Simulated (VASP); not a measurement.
Consider the following.

```
CELL_PARAMETERS angstrom
     -1.63384     1.63384     1.63384
      1.63384    -1.63384     1.63384
      1.63384     1.63384    -1.63384
ATOMIC_POSITIONS crystal
  Nb 0.00000 0.00000 0.00000
```

Computed with PBEsol GGA, VASP's PBE PAW potentials (set 64) (plane waves; VASP). Settings: 500 eV cut-off, 16×16×16 Γ-centred mesh, first-order Methfessel-Paxton smearing of 0.10 eV, potentials Nb_sv.

Energy and stress use the plane-wave basis of the starting cell.

The ions, cell shape and volume at an external pressure of 5.0 GPa are relaxed. What does this cell relax into?

```
CELL_PARAMETERS angstrom
     -1.62057     1.62057     1.62057
      1.62057    -1.62057     1.62057
      1.62057     1.62057    -1.62057
ATOMIC_POSITIONS crystal
  Nb 0.00000 0.00000 0.00000
```
Space group Im-3m (229), at a tolerance of 0.03 Å.

How do energy and volume change from the first to the last step?

The energy (σ→0) changes by +6.1 meV/atom and the volume by -2.4 %, in 3 ionic steps.

| step | E(σ→0) (eV) | max force (eV/Å) | pressure (GPa) | volume (Å³) |
|---|---|---|---|---|
| 1 | -10.9545 | 0.000 | -0.01 | 17.45 |
| 2 | -10.8849 | 0.000 | 17.76 | 16.10 |
| 3 | -10.9484 | 0.000 | 4.84 | 17.02 |

The compound is Nb in the bcc structure. This run relaxes it under an external pressure of 5 GPa. Symmetry was kept, so distortions that lower it aren't found.
